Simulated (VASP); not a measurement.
The system is RuSe.

```
Ru Se
1.0
     0.00000    2.67762    2.67762
     2.67762    0.00000    2.67762
     2.67762    2.67762    0.00000
Ru Se
1 1
Direct
  0.50000 0.50000 0.50000
  0.00000 0.00000 0.00000
```

The cell comes from a database or a generator and needn't be the stable form of this composition.

Base run:

| Property | Result |
| --- | --- |
| Program | VASP 6.6.1 |
| Functional | r2SCAN |
| Potentials or basis | VASP PAW PBE potentials, release 64 (Ru_pv, Se) |
| Cutoff | 520 eV |
| k mesh | 6 × 6 × 6 |
| Occupations | gaussian, width 0.05 eV |
| Spin | collinear spin, ferromagnetic start |
| Starting moments | [1.0, 0.0] μB |
| Hubbard terms | Ru d U = 3 eV |

Its results: pressure -2.2 GPa; site moments Ru +2.37; Se -0.00 μB.

**Question.** The run is repeated on the same cell with these changes: fixed moment from none to 3 μB. What comes out?

**Answer.** Pressure 1.7 GPa; site moments Ru +2.77; Se +0.10 μB.

Caveats: the PAW data sets were made with another functional, which shifts forces and pressure a little; the moment is held away from its start (some runs); the total moment is fixed, so each spin has its own Fermi level (some runs).
